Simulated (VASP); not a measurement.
Output of a VASP run:

### OSZICAR
```
       N       E                     dE             d eps       ncg     rms          rms(c)
DAV:   1    -0.389823162494E+03   -0.38982E+03   -0.12365E+01   320   0.808E+00    0.186E+01
DAV:   2    -0.389933668599E+03   -0.11051E+00   -0.50193E-01   336   0.147E+00    0.122E+01
DAV:   3    -0.389910752693E+03    0.22916E-01   -0.34923E-02   384   0.498E-01    0.734E+00
DAV:   4    -0.389906102396E+03    0.46503E-02   -0.36073E-02   344   0.341E-01    0.426E+00
DAV:   5    -0.389903718577E+03    0.23838E-02   -0.22854E-03   360   0.111E-01    0.247E+00
DAV:   6    -0.389902681636E+03    0.10369E-02   -0.25053E-03   352   0.109E-01    0.139E+00
DAV:   7    -0.389902531663E+03    0.14997E-03   -0.77753E-04   344   0.499E-02    0.792E-01
DAV:   8    -0.389902406766E+03    0.12490E-03   -0.85257E-05   320   0.299E-02    0.458E-01
DAV:   9    -0.389902396193E+03    0.10573E-04   -0.19020E-04   312   0.228E-02    0.250E-01
DAV:  10    -0.389902389421E+03    0.67721E-05   -0.90657E-06   208   0.893E-03
   1 F= -.38990239E+03 E0= -.38990239E+03  d E =-.187505E-12
```

**OUTCAR**
```
------------------------ aborting loop because EDIFF is reached ----------------------------------------
  volume of cell :     1308.29
      direct lattice vectors                 reciprocal lattice vectors
    10.937074700  0.000000000  0.000000000     0.091432127  0.000000000  0.000000000
     0.000000000 10.937074700  0.000000000     0.000000000  0.091432127  0.000000000
     0.000000000  0.000000000 10.937074700     0.000000000  0.000000000  0.091432127
 POSITION                                       TOTAL-FORCE (eV/Angst)
 -----------------------------------------------------------------------------------
      5.45078     10.92070     10.92135        -0.003575      0.022078      0.024204
      6.87821      1.34106      1.33933         0.054316     -0.001611     -0.003340
      8.21549      2.71979     10.89139        -0.007896      0.011699      0.007010
      9.59456      4.05594      1.34082         0.009278     -0.050349     -0.010984
      8.21677     10.89458      2.71711        -0.009248      0.005722      0.015070
      9.59399      1.34270      4.05561         0.012419     -0.014589     -0.054360
      0.00305     10.93179     10.93084         0.004685     -0.006322     -0.002090
      1.40321      1.35449      1.35435        -0.000839     -0.017868     -0.017129
      2.77044      2.73153     10.93311        -0.007122     -0.014268      0.017657
      4.14876      4.12055      1.41724         0.021538      0.067441     -0.014605
      5.46684      5.46763     10.93038        -0.000137      0.008843      0.011304
      6.81654      6.78394      1.41766        -0.069107     -0.024141     -0.018366
      8.20340      8.16365     10.93295         0.013492      0.006681      0.021252
      9.58011      9.53183      1.35398         0.019666      0.003580     -0.014901
      2.77020     10.93232      2.73082        -0.006994      0.014375     -0.014983
      4.14720      1.41552      4.12093         0.027288     -0.011304      0.068017
      5.54324      2.69616      2.69716        -0.064074     -0.073883     -0.069702
      8.23553      5.38302      2.70144         0.071430      0.059964     -0.070687
      9.51832      6.78523      4.11932         0.017492     -0.025864      0.067713
      5.46689     10.93025      5.46778        -0.002113      0.014220      0.007052
      6.81548      1.41760      6.78465        -0.067898     -0.021043     -0.024940
      8.23488      2.70169      5.38477         0.068118     -0.068182      0.068536
      9.51747      4.12057      6.78493         0.016855      0.070176     -0.023068
      8.20359     10.93283      8.16377         0.010825      0.019904      0.007247
      9.57945      1.35464      9.53135         0.018663     -0.010498      0.003150
      0.01415      5.48396     10.92074        -0.027819     -0.009965      0.027258
      1.41112      6.80145      1.41884         0.016082      0.037107     -0.023504
      2.72779      8.20483      0.03204        -0.006379      0.017210      0.003738
      4.13318      9.52343      1.41699        -0.041296     -0.014884     -0.025511
      0.04408      2.71902      2.71842        -0.008728      0.015284      0.013620
      1.38387      4.10227      4.10364         0.035579     -0.001999     -0.006368
      2.83097      5.48259      2.84670        -0.008326     -0.032336      0.014906
      4.22029      6.72466      4.34247         0.043652     -0.041422      0.140324
      5.45543      8.10782      2.84220         0.036912      0.007954      0.021254
      6.83372      9.55521      4.10074        -0.003999     -0.040744     -0.000367
      0.01268     10.92151      5.48359        -0.028264      0.027085     -0.004370
      1.40857      1.41696      6.80244         0.017413     -0.019990      0.033126
      2.82715      2.84190      5.48384        -0.004956      0.011896     -0.027984
      4.21533      4.33476      6.72165         0.024822      0.117887     -0.029785
      6.59213      6.72441      6.71571        -0.147957     -0.036920     -0.045388
      8.09202      8.10866      5.47950        -0.015348      0.004447     -0.034810
      9.51795      9.52428      6.80213         0.022174     -0.016825      0.034298
      2.72673      0.03236      8.20616        -0.004667      0.001185      0.017591
      4.13228      1.41625      9.52547        -0.034380     -0.023373     -0.021598
      5.45235      2.84081      8.10756         0.029307      0.017087      0.011448
      6.83149      4.10224      9.55137        -0.005776      0.000317     -0.039110
      8.08810      5.48233      8.10409        -0.007956     -0.036791      0.004962
      9.51672      6.80151      9.52307         0.020710      0.038643     -0.018558
      0.00166      8.16415      2.73128        -0.022723      0.011971     -0.010782
      1.38200      9.55228      4.11304         0.019448     -0.019397     -0.011726
      0.00580      5.46822      5.46778        -0.018109      0.008694      0.010783
      1.35152      6.85555      6.85546         0.010327     -0.017053     -0.016388
      2.75094      8.18536      5.48280         0.003229     -0.001371      0.036538
      4.07853      9.58597      6.85615         0.016458     -0.012905     -0.016907
      0.00111      2.73216      8.16434        -0.018226     -0.014384      0.010961
      1.38382      4.11321      9.55147         0.015390     -0.008157     -0.022988
      2.75259      5.48175      8.18268         0.003656      0.035649     -0.002527
      4.07945      6.85520      9.58455         0.012853     -0.018984     -0.011011
      5.45099      8.18576      8.18502        -0.026185     -0.002890     -0.004494
      6.82241      9.55258      9.55284         0.005255     -0.021783     -0.021576
     10.90296      8.20578      8.20599        -0.003445      0.009959      0.010972
      1.36169      9.57166      9.57269         0.007141     -0.009030     -0.010576
...
```
(Selected blocks of OUTCAR.)

File POSCAR:
```
OSi62
1
   10.9370747000     0.0000000000     0.0000000000
    0.0000000000    10.9370747000     0.0000000000
    0.0000000000     0.0000000000    10.9370747000
Si O
62 1
Direct
  0.4983760931   0.9985031038   0.9985620744
  0.6288893860   0.1226155648   0.1224575179
  0.7511598087   0.2486758019   0.9958232572
  0.8772513291   0.3708429323   0.1225936987
  0.7512770277   0.9961144784   0.2484307652
  0.8771990913   0.1227663088   0.3708127639
  0.0002787770   0.9995167105   0.9994298921
  0.1282987932   0.1238442415   0.1238306921
  0.2533076164   0.2497491878   0.9996377498
  0.3793302667   0.3767507524   0.1295811565
  0.4998448289   0.4999172229   0.9993880750
  0.6232510027   0.6202704626   0.1296193281
  0.7500542691   0.7464198181   0.9996229000
  0.8759295637   0.8715158189   0.1237968683
  0.2532855204   0.9995650986   0.2496845478
  0.3791871328   0.1294243115   0.3767856323
  0.5068299958   0.2465153253   0.2466071131
  0.7529916640   0.4921813523   0.2469981905
  0.8702803963   0.6203883694   0.3766377535
  0.4998496524   0.9993757243   0.4999309654
  0.6231541033   0.1296138947   0.6203352819
  0.7529326594   0.2470210680   0.4923408304
  0.8702024621   0.3767520358   0.6203605978
  0.7500715876   0.9996115335   0.7464308064
  0.8758692037   0.1238578343   0.8714713170
  0.0012938420   0.5014097276   0.9985064792
  0.1290216614   0.6218707678   0.1297272772
  0.2494080627   0.7501847709   0.0029293724
  0.3779054710   0.8707476315   0.1295587726
  0.0040300090   0.2486053975   0.2485511296
  0.1265297484   0.3750796474   0.3752043222
  0.2588419701   0.5012851202   0.2602800260
  0.3858702293   0.6148504177   0.3970409397
  0.4988014867   0.7413153809   0.2598684701
  0.6248213089   0.8736531555   0.3749390966
  0.0011591954   0.9985767840   0.5013762308
  0.1287887731   0.1295552597   0.6219619728
  0.2584921835   0.2598410541   0.5013995532
  0.3854167071   0.3963362184   0.6145743985
  0.6027326804   0.6148272609   0.6140313830
  0.7398709932   0.7413918810   0.5010025690
  0.8702468391   0.8708255122   0.6219334440
  0.2493108421   0.0029587939   0.7503063681
  0.3778228454   0.1294904640   0.8709338672
  0.4985196856   0.2597410911   0.7412910210
  0.6246177625   0.3750763751   0.8733016402
  0.7395126189   0.5012607674   0.7409744296
  0.8701336325   0.6218764519   0.8707143103
  0.0001518899   0.7464659722   0.2497265239
  0.1263593282   0.8733849798   0.3760638583
  0.0005300346   0.4999713966   0.4999307096
  0.1235727704   0.6268175544   0.6268088369
  0.2515245475   0.7484051521   0.5013038605
  0.3729086052   0.8764655169   0.6268720499
  0.0001017810   0.2498073896   0.7464832303
  0.1265256197   0.3760791723   0.8733113694
  0.2516747252   0.5012078478   0.7481597876
  0.3729931526   0.6267854083   0.8763354304
  0.4983958633   0.7484415172   0.7483738483
  0.6237871167   0.8734130576   0.8734367563
  0.9968804986   0.7502716782   0.7502910406
  0.1245024317   0.8751569554   0.8752512436
  0.4704678556   0.5318635187   0.5297156058
```

Question: Reconstruct the remaining input files.

Answer: One answer among several that fit: the input of the run itself, HSE06 screened hybrid, plane waves, VASP's PBE PAW potentials (set 64).

INCAR:
```
EDIFF = 1E-5
ALGO = Normal
PREC = Normal
PRECFOCK = Fast
NELM = 50   ! most electronic steps
ENCUT = 400
ISMEAR = 0   ! Gaussian
ISIF = 0
GGA = PE   ! PBE
ISYM = 0
SYSTEM = OSi62
AEXX = 0.25
HFSCREEN = 0.2   ! 1/Angstrom
LREAL = Auto
NELMIN = 4
LHFCALC = .TRUE.
LASPH = .TRUE.   ! aspherical one-centre terms
LWAVE = .FALSE.
SIGMA = 0.05
LCHARG = .FALSE.
```

File KPOINTS:
```
Automatic mesh
0
Gamma
1 1 1
0 0 0
```

POTCAR, in this order: Si O (PBE.64 set). Program: vasp_gam. Read from the step before: WAVECAR.

The supercell is sampled at Γ alone, which is coarse: total energies, pressure and levels can be off, energies of defects by several tenths of an eV.

The cell is a supercell with a defect, built from Si (diamond): O_Si-vac_Si. The cell's shape comes from a PBE relaxation. The run is not spin-polarised, so no state with unpaired spins was tried.
